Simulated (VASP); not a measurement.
A convergence study with VASP on BN (zinc blende): a few settings are varied, all else stays as given below, so the limit is that of these other settings. The cell's lengths are 1 % over those of the tabulated start and one atom is moved, so it is off equilibrium.

```
BN
1.0
    0.00000     1.82557     1.82557
    1.82557     0.00000     1.82557
    1.82557     1.82557     0.00000
B N
1 1
Direct
  0.00000   0.00000   0.00000
  0.23340   0.26660   0.26660
```

Calculation: PBEsol GGA, VASP's PBE PAW potentials (set 64) (plane waves; VASP). The last row used: ADDGRID = .TRUE., 600 eV cut-off, 14×14×14 Γ-centred mesh, Gaussian smearing of 0.050 eV, potentials B N.

Gaps are read on the run's mesh, which can miss a band edge.

```tsv
setting	E (eV/atom)	pressure (GPa)	gap on the mesh (eV)	plane waves
ADDGRID = unset, ENCUT = 300, PREC = Low	-9.1492	-46.88	3.564	153
ADDGRID = unset, ENCUT = 300, PREC = Normal	-9.1489	-46.88	3.564	153
ADDGRID = .TRUE., ENCUT = 300, PREC = Normal	-9.1489	-46.89	3.564	153
ADDGRID = .TRUE., ENCUT = 300, PREC = Accurate	-9.1477	-46.88	3.563	153
ADDGRID = unset, ENCUT = 400, PREC = Low	-9.1438	-18.18	3.700	229
ADDGRID = unset, ENCUT = 400, PREC = Normal	-9.1435	-18.19	3.700	229
ADDGRID = .TRUE., ENCUT = 400, PREC = Normal	-9.1435	-18.19	3.700	229
ADDGRID = .TRUE., ENCUT = 400, PREC = Accurate	-9.1433	-18.22	3.700	229
ADDGRID = unset, ENCUT = 500, PREC = Low	-9.1447	-12.04	3.714	331
ADDGRID = unset, ENCUT = 500, PREC = Normal	-9.1444	-12.05	3.714	331
ADDGRID = .TRUE., ENCUT = 500, PREC = Normal	-9.1444	-12.05	3.714	331
ADDGRID = .TRUE., ENCUT = 500, PREC = Accurate	-9.1442	-12.10	3.714	331
ADDGRID = unset, ENCUT = 600, PREC = Low	-9.1464	-12.33	3.714	420
ADDGRID = unset, ENCUT = 600, PREC = Normal	-9.1460	-12.34	3.713	420
ADDGRID = .TRUE., ENCUT = 600, PREC = Normal	-9.1460	-12.34	3.713	420
ADDGRID = .TRUE., ENCUT = 600, PREC = Accurate	-9.1460	-12.34	3.713	420
```

Left out are rungs that failed or repeat a setting and relaxations that didn't move; long series are thinned to 24 rows.

The compound is BN in the zinc blende structure. The cell was not relaxed at this level, it is distorted from the ideal structure.
